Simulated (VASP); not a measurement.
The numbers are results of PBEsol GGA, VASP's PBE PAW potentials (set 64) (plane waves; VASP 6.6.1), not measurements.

The input files of a VASP run:

POSCAR:
```
BAs
1
   -0.0000000000     2.3888033234     2.3888033234
    2.3888033234     0.0000000000     2.3888033234
    2.3888033234     2.3888033234    -0.0000000000
B As
1 1
Direct
  0.0000000000   0.0000000000   0.0000000000
  0.2500000000   0.2500000000   0.2500000000
```

**INCAR**
```
# general
SYSTEM =BAs
PREC   =Accurate
ENCUT  =520
LREAL  =.False.   # projection in real space or not
LASPH  =.True.

# electronic loop
EDIFF  =1E-7
NELM   =100
ALGO   =Normal   # blocked Davidson
LMAXMIX=4   # l cut-off of mixed one-centre charges

# smearing
ISMEAR =-5

# functional
GGA    =PS   # PBEsol

# ions
ISIF   =2   # forces and stress, cell fixed

# output
LWAVE  =.False.
LCHARG =.True.
LORBIT =11
NEDOS  =601   # DOS grid
```

### KPOINTS
```
Automatic mesh
0
Gamma
11 11 11
0 0 0
```

POTCAR, in this order: B As (PBE.64 set). Program: vasp_std.

Output

File OSZICAR:
```
       N       E                     dE             d eps       ncg     rms          rms(c)
DAV:   1     0.121956507875E+02    0.12196E+02   -0.39076E+03   896   0.882E+02
DAV:   2    -0.124765235100E+02   -0.24672E+02   -0.24373E+02  1424   0.107E+02
DAV:   3    -0.128103092849E+02   -0.33379E+00   -0.33379E+00  1000   0.167E+01
DAV:   4    -0.128110272401E+02   -0.71796E-03   -0.71796E-03  1360   0.714E-01
DAV:   5    -0.128110274314E+02   -0.19129E-06   -0.19129E-06  1016   0.913E-03    0.483E+00
DAV:   6    -0.122815165916E+02    0.52951E+00   -0.15764E+00   920   0.638E+00    0.244E+00
DAV:   7    -0.122132453682E+02    0.68271E-01   -0.19997E-01  1264   0.265E+00    0.901E-01
DAV:   8    -0.122039430974E+02    0.93023E-02   -0.20518E-02  1000   0.947E-01    0.108E-01
DAV:   9    -0.122040696843E+02   -0.12659E-03   -0.48529E-04  1112   0.184E-01    0.584E-02
DAV:  10    -0.122041343607E+02   -0.64676E-04   -0.13401E-04   960   0.789E-02    0.137E-02
DAV:  11    -0.122041369417E+02   -0.25810E-05   -0.38123E-06  1344   0.171E-02    0.122E-02
DAV:  12    -0.122041366024E+02    0.33929E-06   -0.12081E-06   992   0.677E-03    0.147E-03
DAV:  13    -0.122041366224E+02   -0.19991E-07   -0.23946E-08   456   0.158E-03
   1 F= -.12204137E+02 E0= -.12204137E+02  d E =0.000000E+00
```

**OUTCAR**
```
------------------------ aborting loop because EDIFF is reached ----------------------------------------
  FORCE on cell =-STRESS in cart. coord.  units (eV):
  Direction    XX          YY          ZZ          XY          YZ          ZX
  --------------------------------------------------------------------------------------
  Total        0.0010815      0.0010815      0.0010815      0.0000000      0.0000000      0.0000000
  in kB        0.0635556      0.0635556      0.0635556      0.0000000      0.0000000      0.0000000
  external PRESSURE =       0.0635556 kB  Pullay stress =       0.0000000 kB
  volume of cell :       27.26
      direct lattice vectors                 reciprocal lattice vectors
     0.000000000  2.388803323  2.388803323    -0.209309823  0.209309823  0.209309823
     2.388803323  0.000000000  2.388803323     0.209309823 -0.209309823  0.209309823
     2.388803323  2.388803323  0.000000000     0.209309823  0.209309823 -0.209309823
  FREE ENERGIE OF THE ION-ELECTRON SYSTEM (eV)
  ---------------------------------------------------
  free  energy   TOTEN  =       -12.2041366224 eV

  energy  without entropy=      -12.2041366224  energy(sigma->0) =      -12.20413662

 total charge

# of ion       s       p       d       tot
------------------------------------------
    1        0.654   1.170   0.000   1.824
    2        1.175   1.664   0.088   2.927
--------------------------------------------------
tot          1.829   2.834   0.088   4.751
```
(Selected blocks of OUTCAR.)

The compound is BAs in the zinc blende structure. It was relaxed first.
